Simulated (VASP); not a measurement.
# Which magnetic order does MnCuO2 (Crednerite) take?, part 2 of 4

Wanted: the lowest of several collinear orders of MnCuO2 (Crednerite). The start is a cell from a database of measured crystal structures.

VASP 6.6.1, plane waves and PAW; the level of theory is named at each step.

So far. Step 2 (Relax in the ferromagnetic state): The run met its time limit with a largest force of 0.08 eV/Å at its last finished step, short of the threshold.

The database entry behind the starting cell differs from later determinations by our own check (a about 1 % short, old inner coordinates), so it need not match the best structure at ambient conditions.

### 3. Magnetic order, start order fm, signs ++++ (continued)

Level of this step: LDA, DFT+U (Cu d 6 eV, Mn d 2 eV), spin-polarised, from parallel moments; plane waves and PAW (Cu, Mn, O) (VASP).

From OUTCAR (step 3):

```text
ion  position               nearest neighbor table
   1  0.500  0.250  0.500-   5 1.79   7 1.79
   2  0.500  0.750  0.500-   6 1.79   8 1.79
   3  0.000  0.000  0.000-   5 1.91   8 1.91   6 1.91   7 1.91   6 2.21   7 2.21   4 2.86   4 2.86
                             4 3.07   4 3.07
   4  0.000  0.500  0.000-   6 1.91   7 1.91   5 1.91   8 1.91   8 2.21   5 2.21   3 2.86   3 2.86
                             3 3.07   3 3.07
   5  0.589  0.295  0.818-   1 1.79   3 1.91   4 1.91   4 2.21
   6  0.589  0.795  0.818-   2 1.79   4 1.91   3 1.91   3 2.21
   7  0.411  0.205  0.182-   1 1.79   4 1.91   3 1.91   3 2.21
   8  0.411  0.705  0.182-   2 1.79   3 1.91   4 1.91   4 2.21

  LATTYP: Found a triclinic cell.
 ALAT       =     3.0697096013
 B/A-ratio  =     1.8602656322
 C/A-ratio  =     1.8961682274
 COS(alpha) =     0.0000281965
 COS(beta)  =     0.2323916215
 COS(gamma) =     0.4650838136

 Subroutine GETGRP returns: Found  2 space group operations
 (whereof  2 operations were pure point group operations)

The static configuration has the point symmetry S_2 .

 Found     43 irreducible k-points:

   k-points           NKPTS =     43   k-points in BZ     NKDIM =     43   number of bands    NBANDS=     44

   dimension x,y,z NGX =    24 NGY =   48 NGZ =   42
   dimension x,y,z NGXF=    48 NGYF=   96 NGZF=   84

   ENCUT  =  480.0 eV  35.28 Ry    5.94 a.u.   5.48 10.97 10.40*2*pi/ulx,y,z

   NELECT =      60.0000    total number of electrons

 k-points in reciprocal lattice and weights: Automatic mesh
   0.00000000  0.00000000  0.00000000       0.012
   0.14285714  0.00000000  0.00000000       0.024
   0.28571429  0.00000000  0.00000000       0.024
   0.42857143  0.00000000  0.00000000       0.024
   0.00000000  0.25000000  0.00000000       0.024
   0.14285714  0.25000000  0.00000000       0.024
   0.28571429  0.25000000  0.00000000       0.024
   0.42857143  0.25000000  0.00000000       0.024
  -0.42857143  0.25000000 -0.00000000       0.024
[...]
-0.28571429 -0.25000000  0.33333333       0.024
  -0.14285714 -0.25000000  0.33333333       0.024

atom =   1  type =  1  l = 2

 onsite density matrix

spin component  1

  0.9546 -0.0014 -0.0000  0.0000 -0.0000
 -0.0014  0.9616  0.0000 -0.0000 -0.0000
 -0.0000  0.0000  0.8874  0.0012 -0.0016
  0.0000 -0.0000  0.0012  0.9713  0.0004
 -0.0000 -0.0000 -0.0016  0.0004  0.9538

spin component  2

  0.9542 -0.0002  0.0000  0.0000 -0.0000
 -0.0002  0.9693 -0.0000  0.0000 -0.0000
  0.0000 -0.0000  0.8758 -0.0003 -0.0003
  0.0000  0.0000 -0.0003  0.9683  0.0009
 -0.0000 -0.0000 -0.0003  0.0009  0.9538

 occupancies and eigenvectors

  o =  0.8758  v =  0.0000  0.0000  0.0000  0.0000  0.0000 -0.0000  0.0001  1.0000  0.0033  0.0042      0.0000  0.0000  0.0000  0.0000  0.0000  0.0000  0.0000  0.0000  0.0000  0.0000
  o =  0.8873  v =  0.0001 -0.0001  0.9996 -0.0145  0.0245  0.0000  0.0000  0.0000  0.0000  0.0000      0.0000  0.0000  0.0000  0.0000  0.0000  0.0000  0.0000  0.0000  0.0000  0.0000
  o =  0.9537  v =  0.0000  0.0000  0.0000  0.0000  0.0000 -0.0017 -0.0000  0.0040  0.0597 -0.9982      0.0000  0.0000  0.0000  0.0000  0.0000  0.0000  0.0000  0.0000  0.0000  0.0000
  o =  0.9538  v =  0.0017  0.0004 -0.0247 -0.0199  0.9995  0.0000  0.0000  0.0000  0.0000  0.0000      0.0000  0.0000  0.0000  0.0000  0.0000  0.0000  0.0000  0.0000  0.0000  0.0000
  o =  0.9542  v =  0.0000  0.0000  0.0000  0.0000  0.0000  0.9999  0.0115  0.0000  0.0000 -0.0017      0.0000  0.0000  0.0000  0.0000  0.0000  0.0000  0.0000  0.0000  0.0000  0.0000
  o =  0.9543  v =  0.9825  0.1861 -0.0000  0.0001 -0.0017  0.0000  0.0000  0.0000  0.0000  0.0000      0.0000  0.0000  0.0000  0.0000  0.0000  0.0000  0.0000  0.0000  0.0000  0.0000
  o =  0.9619  v =  0.1861 -0.9825 -0.0001 -0.0007  0.0001  0.0000  0.0000  0.0000  0.0000  0.0000      0.0000  0.0000  0.0000  0.0000  0.0000  0.0000  0.0000  0.0000  0.0000  0.0000
  o =  0.9684  v =  0.0000  0.0000  0.0000  0.0000  0.0000 -0.0001  0.0002  0.0035 -0.9982 -0.0597      0.0000  0.0000  0.0000  0.0000  0.0000  0.0000  0.0000  0.0000  0.0000  0.0000
  o =  0.9693  v =  0.0000  0.0000  0.0000  0.0000  0.0000  0.0115 -0.9999  0.0001 -0.0002  0.0000      0.0000  0.0000  0.0000  0.0000  0.0000  0.0000  0.0000  0.0000  0.0000  0.0000
  o =  0.9714  v = -0.0001  0.0007 -0.0140 -0.9997 -0.0203  0.0000  0.0000  0.0000  0.0000  0.0000      0.0000  0.0000  0.0000  0.0000  0.0000  0.0000  0.0000  0.0000  0.0000  0.0000

atom =   2  type =  1  l = 2

 onsite density matrix

spin component  1

spin component  2

 occupancies and eigenvectors

atom =   3  type =  2  l = 2

 onsite density matrix

spin component  1

  0.8006  0.2154 -0.0000  0.0000  0.0000
  0.2154  0.6181  0.0000 -0.0001 -0.0001
 -0.0000  0.0000  0.9464 -0.0057  0.0009
  0.0000 -0.0001 -0.0057  0.9561  0.0086
  0.0000 -0.0001  0.0009  0.0086  0.9608

spin component  2

  0.1388 -0.1035 -0.0000 -0.0000 -0.0000
 -0.1035  0.2165 -0.0000 -0.0000  0.0000
 -0.0000 -0.0000  0.0582 -0.0089  0.0050
 -0.0000 -0.0000 -0.0089  0.1193  0.0409
 -0.0000  0.0000  0.0050  0.0409  0.1187

 occupancies and eigenvectors

  o =  0.0541  v =  0.0000  0.0000  0.0000  0.0000  0.0000 -0.0005 -0.0004 -0.9249 -0.2848  0.2518      0.0000  0.0000  0.0000  0.0000  0.0000  0.0000  0.0000  0.0000  0.0000  0.0000
  o =  0.0671  v =  0.0000  0.0000  0.0000  0.0000  0.0000  0.8221  0.5693 -0.0008  0.0002 -0.0001      0.0000  0.0000  0.0000  0.0000  0.0000  0.0000  0.0000  0.0000  0.0000  0.0000
  o =  0.0822  v =  0.0000  0.0000  0.0000  0.0000  0.0000  0.0004  0.0003  0.3791 -0.6422  0.6662      0.0000  0.0000  0.0000  0.0000  0.0000  0.0000  0.0000  0.0000  0.0000  0.0000
  o =  0.1600  v =  0.0000  0.0000  0.0000  0.0000  0.0000 -0.0000 -0.0001 -0.0280  0.7117  0.7019      0.0000  0.0000  0.0000  0.0000  0.0000  0.0000  0.0000  0.0000  0.0000  0.0000
  o =  0.2882  v =  0.0000  0.0000  0.0000  0.0000  0.0000 -0.5693  0.8221  0.0000  0.0000  0.0001      0.0000  0.0000  0.0000  0.0000  0.0000  0.0000  0.0000  0.0000  0.0000  0.0000
  o =  0.4755  v =  0.5522 -0.8337  0.0001 -0.0002 -0.0001  0.0000  0.0000  0.0000  0.0000  0.0000      0.0000  0.0000  0.0000  0.0000  0.0000  0.0000  0.0000  0.0000  0.0000  0.0000
  o =  0.9425  v =  0.0141  0.0094  0.8087  0.5168 -0.2804  0.0000  0.0000  0.0000  0.0000  0.0000      0.0000  0.0000  0.0000  0.0000  0.0000  0.0000  0.0000  0.0000  0.0000  0.0000
  o =  0.9433  v =  0.8336  0.5522 -0.0144 -0.0076  0.0049  0.0000  0.0000  0.0000  0.0000  0.0000      0.0000  0.0000  0.0000  0.0000  0.0000  0.0000  0.0000  0.0000  0.0000  0.0000
  o =  0.9531  v = -0.0008 -0.0006 -0.5717  0.5792 -0.5811  0.0000  0.0000  0.0000  0.0000  0.0000      0.0000  0.0000  0.0000  0.0000  0.0000  0.0000  0.0000  0.0000  0.0000  0.0000
  o =  0.9677  v =  0.0007  0.0007  0.1379 -0.6303 -0.7640  0.0000  0.0000  0.0000  0.0000  0.0000      0.0000  0.0000  0.0000  0.0000  0.0000  0.0000  0.0000  0.0000  0.0000  0.0000

atom =   4  type =  2  l = 2

 onsite density matrix

spin component  1

spin component  2

 occupancies and eigenvectors

 average (electrostatic) potential at core
       1 -65.4604       2 -65.4604       3 -46.3702       4 -46.3702       5 -72.3197
       6 -72.3197       7 -72.3197       8 -72.3197

 E-fermi :   5.0365

 spin component 1
 k-point     1 :       0.0000    0.0000    0.0000
  band No.  band energies     occupation
    ...
     30       2.1073      1.00000
     31       2.1834      1.00000
     32       3.4796      1.00000
     33       4.2940      1.00000
     34       4.9383      0.99725
     35       5.7230      0.00000
     36       6.4502      0.00000
     37       6.7497      0.00000
     38       7.9092      0.00000
     39      10.5786      0.00000
    ...

 k-point     2 :       0.1429    0.0000    0.0000
  band No.  band energies     occupation
    ...
     30       2.4469      1.00000
     31       2.4829      1.00000
     32       3.3058      1.00000
     33       4.1426      1.00000
     34       4.6512      1.00000
     35       5.5876      0.00000
     36       5.9999      0.00000
     37       7.1276      0.00000
     38       8.1458      0.00000
     39      11.5009      0.00000
    ...

 k-point     3 :       0.2857    0.0000    0.0000
  band No.  band energies     occupation
    ...
     30       2.4613      1.00000
     31       2.8202      1.00000
     32       3.1093      1.00000
     33       4.0125      1.00000
     34       4.2168      1.00000
     35       5.5987      0.00000
     36       5.7463      0.00000
     37       7.6030      0.00000
     38       8.2992      0.00000
     39      11.6130      0.00000
    ...

 k-point     4 :       0.4286    0.0000    0.0000
  band No.  band energies     occupation
    ...
     30       2.3636      1.00000
     31       2.9352      1.00000
     32       3.3060      1.00000
     33       4.2185      1.00000
     34       4.2649      1.00000
     35       5.6879      0.00000
     36       6.2848      0.00000
     37       7.6319      0.00000
     38       7.8486      0.00000
     39      10.9818      0.00000
    ...

 k-point     5 :       0.0000    0.2500    0.0000
  band No.  band energies     occupation
    ...
     30       2.3588      1.00000
     31       2.5758      1.00000
     32       3.0148      1.00000
     33       4.2192      1.00000
     34       4.7126      1.00000
     35       5.6331      0.00000
     36       6.0811      0.00000
     37       7.0556      0.00000
     38       7.7673      0.00000
     39      11.5334      0.00000
    ...

 k-point     6 :       0.1429    0.2500    0.0000
  band No.  band energies     occupation
    ...
     30       2.3669      1.00000
     31       2.5692      1.00000
     32       3.4064      1.00000
     33       4.1079      1.00000
     34       4.4509      1.00000
     35       5.6957      0.00000
     36       6.4106      0.00000
     37       7.0764      0.00000
     38       8.3051      0.00000
     39      11.0948      0.00000
    ...

  Total        0.1842445      0.1379467     -0.0446801     -0.0002082      0.0004432     -0.0806720
  in kB        3.3868045      2.5357532     -0.8213154     -0.0038262      0.0081479     -1.4829224
  external PRESSURE =       1.7004141 kB  Pullay stress =       0.0000000 kB

  energy-cutoff  :      480.00
  volume of cell :       87.16
      direct lattice vectors                 reciprocal lattice vectors
     2.717476130 -1.427648752 -0.016110883     0.184281213 -0.350232565  0.048965820
     5.434903300  2.855177767 -0.032151861     0.092144440  0.175117263  0.024478796
    -1.494615037  0.000082443  5.625523018     0.001054399 -0.000002170  0.178041387

 POSITION                                       TOTAL-FORCE (eV/Angst)
 -----------------------------------------------------------------------------------
      1.97016      0.00001      2.79667         0.000000     -0.000000      0.000000
      4.68761      1.42760      2.78059         0.000000     -0.000000      0.000000
      0.00000      0.00000      0.00000         0.000000     -0.000000      0.000000
      2.71745      1.42759     -0.01608         0.000000     -0.000000      0.000000
      1.97953      0.00006      4.58281         0.077597     -0.000160     -0.047173
      4.69699      1.42765      4.56674         0.077597     -0.000160     -0.047173
      1.96078     -0.00004      1.01052        -0.077597      0.000160      0.047173
      4.67823      1.42755      0.99445        -0.077597      0.000160      0.047173
 -----------------------------------------------------------------------------------
    total drift:                                0.000000     -0.000000     -0.000000

  FREE ENERGIE OF THE ION-ELECTRON SYSTEM (eV)
  ---------------------------------------------------
  free  energy   TOTEN  =       -55.4682477290 eV

  energy  without entropy=      -55.4682402887  energy(sigma->0) =      -55.46824401

 total charge
# of ion       s       p       d       tot
------------------------------------------
    1        0.436   0.354   9.425  10.215
    2        0.436   0.354   9.425  10.215
    3        0.317   0.452   4.907   5.675
    4        0.317   0.452   4.907   5.675
    5        1.552   3.481   0.000   5.032
    6        1.552   3.481   0.000   5.032
    7        1.552   3.481   0.000   5.032
    8        1.552   3.481   0.000   5.032
--------------------------------------------------
tot          7.714  15.533  28.663  51.910

 magnetization (x)
# of ion       s       p       d       tot
------------------------------------------
    1        0.017   0.011   0.007   0.035
    2        0.017   0.011   0.007   0.035
    3        0.033   0.026   3.626   3.685
    4        0.033   0.026   3.626   3.685
    5        0.008   0.050   0.000   0.058
    6        0.008   0.050   0.000   0.058
    7        0.008   0.050   0.000   0.058
    8        0.008   0.050   0.000   0.058
--------------------------------------------------
tot          0.132   0.276   7.266   7.674

[... 6 further parts left out ...]
```

The magnetic state follows from one typed start and may not be the lowest. The gap is read on the k-mesh alone, so it is an upper bound where the band edges lie off the mesh. The data set Mn keeps the semicore shell frozen, which is cheaper and a little less accurate.

A gap read on the k-mesh alone can miss the band edges.

This step gave:

* electronic cycles: 17
* electrons: 60
* free energy (TOTEN): -55.4682 eV
* Fermi energy: 5.037 eV
* moment of the cell, from the last line of the log: 8 μB
* labelled metallic, from the levels on this mesh: no
* gap on the k-mesh: 0.2051 eV
* least direct gap on the k-mesh: 0.5021 eV

Spin moment in the PAW sphere by atom:

```csv
atom,spin moment in the PAW sphere (μB)
Cu1,0.04
Cu2,0.04
Mn3,3.69
Mn4,3.69
O5,0.06
O6,0.06
O7,0.06
O8,0.06
```

Force by atom:

```csv
atom,x (eV/Å),y (eV/Å),z (eV/Å),size
Cu1,0.0000,0.0000,0.0000,0.0000
Cu2,0.0000,0.0000,0.0000,0.0000
Mn3,0.0000,0.0000,0.0000,0.0000
Mn4,0.0000,0.0000,0.0000,0.0000
O5,0.0776,-0.0002,-0.0472,0.0908
O6,0.0776,-0.0002,-0.0472,0.0908
O7,-0.0776,0.0002,0.0472,0.0908
O8,-0.0776,0.0002,0.0472,0.0908
```

Spin density in the bc plane at fractional x = 0.000, with atoms of Mn within 0.2 Å of it.

Ten even steps from '0' (0.0 e/Å³) to '9' (4.6 e/Å³), each cell a mean:
```
72000014751000026
20000001210000012
00000000000000000
00000000000000000
00000000000000000
00000000000000000
00000000000000000
00000000000000000
00000000000000000
00000000000000000
00000000000000000
00000000000000000
00000000000000000
10000000010000000
53100001442000003
95100004983000027
```
Columns run along b (6.1 Å), rows up along c (5.8 Å). Atoms in or near the plane, at fractional coordinates: Mn at (0.00, 0.00), Mn at (0.50, 0.00).

Valence density in the bc plane at fractional x = 0.000, with atoms of Mn within 0.2 Å of it. It is the smooth field of the valence electrons, not physical close to the nuclei.

Ten steps, logarithmic in the rise over the least value, from '0' (0.1 e/Å³) to '9' (5.6 e/Å³), each cell a mean:
```
97432258986322379
64332246764332356
33332223333322223
11221111112221011
01110000001100000
00100000001000000
11110001111100011
11110111111111111
11100111111101111
00000011000000111
00000010000000000
10001111100001111
22112222222112222
54322333554223334
87522336886322347
98522248997322369
```
Columns run along b (6.1 Å), rows up along c (5.8 Å). Atoms in or near the plane, at fractional coordinates: Mn at (0.00, 0.00), Mn at (0.50, 0.00).

The largest moment at the end is 3.69 μB, and the moments of the cell sum to 8.00 μB.

(Part 2 of 4 ends here.)

[Lines on the potential files, build, host, timing and source positions are cut from VASP's logs without a mark.]

[Logs are printed without paths, hosts, clocks, repeated set-up lines and the standing remarks that a program may print on its own settings, such as how far it seeks lower states.]

[Hosts, paths, dates, database ids (printed as entryN), source tags and the programs' standing remarks are cut or masked in the printed files.]

[In band tables of VASP the shares of atoms and orbitals are scaled to a sum of 1 inside the atoms' spheres.]

[Runs that stopped without an error message from VASP are left out.]
